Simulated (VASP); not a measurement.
Level of theory: revPBE GGA, VASP's PBE PAW potentials (set 64) (plane waves; VASP 6.6.1).

Input for VASP

### INCAR
```
# general
SYSTEM  = In2O3
PREC    = Accurate
ENCUT   = 400
LREAL   = Auto
LASPH   = T

# electronic loop
EDIFF   = 1E-6
NELM    = 100
ALGO    = Normal
LMAXMIX = 4

# smearing
ISMEAR  = -1
SIGMA   = 0.1

# functional
GGA     = RE

# ions
ISIF    = 2

# output
LWAVE   = F
LCHARG  = F
```

KPOINTS:
```
Automatic mesh
0
Gamma
3 3 3
0 0 0
```

### POSCAR
```
In2O3
1.0
 -5.1262840000   5.1262840000   5.1262840000
  5.1262840000  -5.1262840000   5.1262840000
  5.1262840000   5.1262840000  -5.1262840000
In O
16 24
Cartesian
  2.5631420000   2.5631420000   2.5631420000
 -2.5631420000   2.5631420000   2.5631420000
  2.5631420000   2.5631420000  -2.5631420000
  2.5631420000  -2.5631420000   2.5631420000
  4.7828229720   0.0000000000   2.5631420000
  0.3434610280   0.0000000000   7.6894260000
  2.5631420000   4.7828229720  -0.0000000000
  7.6894260000   0.3434610280  -0.0000000000
  0.0000000000   2.5631420000   4.7828229720
  0.0000000000   7.6894260000   0.3434610280
  0.3434610280   5.1262840000   2.5631420000
  4.7828229720   5.1262840000  -2.5631420000
  2.5631420000   0.3434610280   5.1262840000
 -2.5631420000   4.7828229720   5.1262840000
  5.1262840000   2.5631420000   0.3434610280
  5.1262840000  -2.5631420000   4.7828229720
  4.0036278040   1.5676176472   3.9287840576
  6.2489401960   3.5586663528   3.9287840576
  1.1226561960   1.5676176472   6.3237839424
 -1.1226561960   3.5586663528   6.3237839424
  3.9287840576   4.0036278040   1.5676176472
  3.9287840576   6.2489401960   3.5586663528
  6.3237839424   1.1226561960   1.5676176472
  6.3237839424  -1.1226561960   3.5586663528
  1.5676176472   3.9287840576   4.0036278040
  3.5586663528   3.9287840576   6.2489401960
  1.5676176472   6.3237839424   1.1226561960
  3.5586663528   6.3237839424  -1.1226561960
  1.1226561960   3.5586663528   1.1974999424
 -1.1226561960   1.5676176472   1.1974999424
  4.0036278040   3.5586663528  -1.1974999424
  6.2489401960   1.5676176472  -1.1974999424
  1.1974999424   1.1226561960   3.5586663528
  1.1974999424  -1.1226561960   1.5676176472
 -1.1974999424   4.0036278040   3.5586663528
 -1.1974999424   6.2489401960   1.5676176472
  3.5586663528   1.1974999424   1.1226561960
  1.5676176472   1.1974999424  -1.1226561960
  3.5586663528  -1.1974999424   4.0036278040
  1.5676176472  -1.1974999424   6.2489401960
```

POTCAR, in this order: In_d O (PBE.64 set). Program: vasp_std.

Unless said otherwise, spin-orbit coupling is left out, though it shifts the bands of the heavy elements here.

Question: Estimate the energy per atom (σ→0), largest force, band gap (on the k-mesh).

Answer: 
```
Quantity                          Result
------------------------  --------------
energy per atom (σ→0)     -5.243 eV/atom
band gap (on the k-mesh)         1.07 eV
largest force                 0.315 eV/Å
```

### OSZICAR
```
...
DAV:  11    -0.209736774488E+03   -0.78334E-02   -0.12632E-02  2072   0.340E-01    0.234E-01
DAV:  12    -0.209737958509E+03   -0.11840E-02   -0.27746E-03  2200   0.192E-01    0.619E-02
DAV:  13    -0.209737968889E+03   -0.10380E-04   -0.57763E-04  2480   0.641E-02    0.306E-02
DAV:  14    -0.209737998046E+03   -0.29157E-04   -0.73117E-05  2072   0.438E-02    0.137E-02
DAV:  15    -0.209738000818E+03   -0.27719E-05   -0.21422E-05  2160   0.155E-02    0.639E-03
DAV:  16    -0.209737999288E+03    0.15298E-05   -0.16594E-06  1192   0.973E-03    0.358E-03
DAV:  17    -0.209737999157E+03    0.13033E-06   -0.48979E-07  1032   0.285E-03
   1 F= -.20973800E+03 E0= -.20973598E+03  d E =-.404503E-02
```

The structure was generated: In2O3 was put into an ordered model structure, a phase also known from measurement. The cell was not relaxed at this level.
